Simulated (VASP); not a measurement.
The system is MoS2.

```xyz
6
Lattice="3.1610 0.0000 0.0000 -1.5805 2.7375 0.0000 0.0000 0.0000 13.7704" Properties=species:S:1:pos:R:3 pbc="T T T"
Mo    0.0000    1.8250    3.4426
Mo    1.5805    0.9125   10.3278
S     1.5805    0.9125    5.0076
S     1.5805    0.9125    1.8776
S     0.0000    1.8250   11.8928
S     0.0000    1.8250    8.7628
```

The cell was built by a generator and needn't be a form met in nature.

Base run:

```yaml
Program: VASP 6.6.1
Functional: SCAN
Potentials_or_basis: VASP PAW PBE potentials, release 64 (Mo_sv, S)
Cutoff: 520 eV
k_mesh: 8 × 8 × 2
Occupations: fermi-dirac, width 0.05 eV
Spin: no spin polarisation
```

Its results: band gap on the k mesh 1.65 eV, indirect (least direct gap 2.15 eV); pressure -0.3 GPa; largest force 0.124 eV/Å.

Task: After a change of settings the same cell gave: band gap on the k mesh 1.50 eV, indirect (least direct gap 2.03 eV); pressure -2.4 GPa; largest force 0.232 eV/Å. Which change was it?
A. functional from SCAN to optB86b-vdW
B. functional from SCAN to vdW-DF2
C. functional from SCAN to LDA; potentials or basis from VASP PAW PBE potentials, release 64 (Mo_sv, S) to VASP PAW LDA potentials, release 64 (Mo_sv, S)
D. functional from SCAN to PBEsol

Result: D.

SCAN gives the wider gap, since meta-GGAs in the generalised Kohn-Sham scheme recover part of the derivative discontinuity.

Caveats: the PAW data sets were made with another functional, which shifts forces and pressure a little; this functional lacks dispersion, which binds the layers, so the pressure and a relaxed spacing across them are unreliable (some runs).

Not every run made on this cell is shown here.
